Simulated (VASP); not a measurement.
A convergence study with VASP on Ge (diamond): a few settings are varied, all else stays as given below, so the limit is that of these other settings. The cell's lengths are 1 % over those of the tabulated start and one atom is moved, so it is off equilibrium.

```xyz
2
Lattice="0.0000 2.8573 2.8573 2.8573 0.0000 2.8573 2.8573 2.8573 0.0000" Properties=species:S:1:pos:R:3 pbc="T T T"
Ge     0.0000     0.0000     0.0000
Ge     1.4892     1.4286     1.4286
```

These are LDA (Ceperley-Alder, Perdew-Zunger), VASP's LDA PAW potentials (set 64) (plane waves; VASP 6.6.1) values and carry that method's errors. The last row used: ADDGRID = .TRUE., 500 eV cut-off, 9×9×9 Γ-centred mesh, Gaussian smearing of 0.050 eV, potentials Ge_d.

```csv
setting,E (eV/atom),pressure (GPa),largest force (eV/Å),plane waves
"ADDGRID = unset, ENCUT = 200, PREC = Low",-3.3261,-147.43,0.534,310
"ADDGRID = unset, ENCUT = 200, PREC = Normal",…,…,…,310
"ADDGRID = .TRUE., ENCUT = 200, PREC = Normal",-3.3254,-147.37,0.514,310
"ADDGRID = unset, ENCUT = 200, PREC = Accurate",-3.3335,-146.98,0.517,310
"ADDGRID = .TRUE., ENCUT = 200, PREC = Accurate",-3.3336,-146.97,0.516,310
"ADDGRID = unset, ENCUT = 300, PREC = Low",-5.1719,-4.33,0.598,560
"ADDGRID = unset, ENCUT = 300, PREC = Normal",-5.1715,-4.25,0.573,560
"ADDGRID = .TRUE., ENCUT = 300, PREC = Normal",-5.1715,…,0.577,560
"ADDGRID = unset, ENCUT = 300, PREC = Accurate",-5.1713,-4.29,0.577,560
"ADDGRID = .TRUE., ENCUT = 300, PREC = Accurate",-5.1713,-4.29,0.577,560
"ADDGRID = unset, ENCUT = 400, PREC = Low",-5.1738,-3.26,0.598,869
"ADDGRID = unset, ENCUT = 400, PREC = Normal",-5.1734,-3.21,0.578,869
"ADDGRID = .TRUE., ENCUT = 400, PREC = Normal",-5.1735,-3.21,0.577,869
"ADDGRID = unset, ENCUT = 400, PREC = Accurate",-5.1734,-3.20,0.578,869
"ADDGRID = .TRUE., ENCUT = 400, PREC = Accurate",-5.1734,-3.20,0.577,869
"ADDGRID = unset, ENCUT = 500, PREC = Low",-5.1737,-2.99,0.598,1243
"ADDGRID = unset, ENCUT = 500, PREC = Normal",-5.1734,-2.92,0.577,1243
"ADDGRID = .TRUE., ENCUT = 500, PREC = Normal",-5.1734,-2.93,0.577,1243
"ADDGRID = unset, ENCUT = 500, PREC = Accurate",-5.1734,-2.93,0.577,1243
"ADDGRID = .TRUE., ENCUT = 500, PREC = Accurate",-5.1734,-2.93,0.577,1243
```

Question: What belongs in the gaps?

Answer: 
- ADDGRID = .TRUE., ENCUT = 300, PREC = Normal, pressure (GPa): -4.27
- ADDGRID = unset, ENCUT = 200, PREC = Normal, E (eV/atom): -3.3255
- ADDGRID = unset, ENCUT = 200, PREC = Normal, pressure (GPa): -147.34
- ADDGRID = unset, ENCUT = 200, PREC = Normal, largest force (eV/Å): 0.530

Left out are rungs that failed or repeat a setting and relaxations that didn't move; long series are thinned to 24 rows.

The compound is Ge in the diamond structure. The cell was not relaxed at this level, it is distorted from the ideal structure.
